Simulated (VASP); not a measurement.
OSZICAR of a VASP run on Na (bcc):

### OSZICAR
```
       N       E                     dE             d eps       ncg     rms          rms(c)
DAV:   1     0.179785476174E+02    0.17979E+02   -0.35448E+03   791   0.687E+02
DAV:   2    -0.102863560932E+01   -0.19007E+02   -0.18996E+02   798   0.134E+02
DAV:   3    -0.139992766559E+01   -0.37129E+00   -0.37129E+00  1015   0.270E+01
DAV:   4    -0.140316685166E+01   -0.32392E-02   -0.32392E-02  1022   0.217E+00
DAV:   5    -0.140319363939E+01   -0.26788E-04   -0.26788E-04   973   0.157E-01    0.236E-01
DAV:   6    -0.140158653282E+01    0.16071E-02   -0.31879E-03   896   0.110E+00    0.144E-01
DAV:   7    -0.140112682823E+01    0.45970E-03   -0.28400E-03   826   0.924E-01    0.454E-02
DAV:   8    -0.140107447885E+01    0.52349E-04   -0.20048E-04   882   0.340E-01    0.240E-03
DAV:   9    -0.140107451097E+01   -0.32120E-07   -0.85167E-07   602   0.151E-02
   1 F= -.14010745E+01 E0= -.14009503E+01  d E =-.140107E+01
       N       E                     dE             d eps       ncg     rms          rms(c)
DAV:   1    -0.140118449443E+01   -0.11002E-03   -0.33227E-03   798   0.130E+00    0.697E-02
DAV:   2    -0.140111037422E+01    0.74120E-04   -0.90238E-05   798   0.206E-01    0.351E-02
DAV:   3    -0.140108522687E+01    0.25147E-04   -0.44804E-05   798   0.139E-01    0.344E-03
DAV:   4    -0.140108322404E+01    0.20028E-05   -0.16368E-06   434   0.305E-02    0.294E-04
DAV:   5    -0.140108321633E+01    0.77124E-08   -0.37552E-08   413   0.304E-03
   2 F= -.14010832E+01 E0= -.14009588E+01  d E =-.870536E-05
```

Problem. Which electronic solver shows in the log?

Solution. It is blocked Davidson (ALGO = Normal, or the opening steps of other solvers). The INCAR had ALGO = Normal.

Problem. Can the final energy be trusted as converged?

Solution. Self-consistency was reached. It stopped with EDIFF = 1E-6, NELM = 100, NSW = 60 and EDIFFG = -0.01 after 2 ionic steps (PBEsol GGA, plane waves, VASP's PBE PAW potentials (set 64)).

The compound is Na in the bcc structure. This run relaxes it. Symmetry was kept, so distortions that lower it aren't found. The start is the result of an earlier pass.
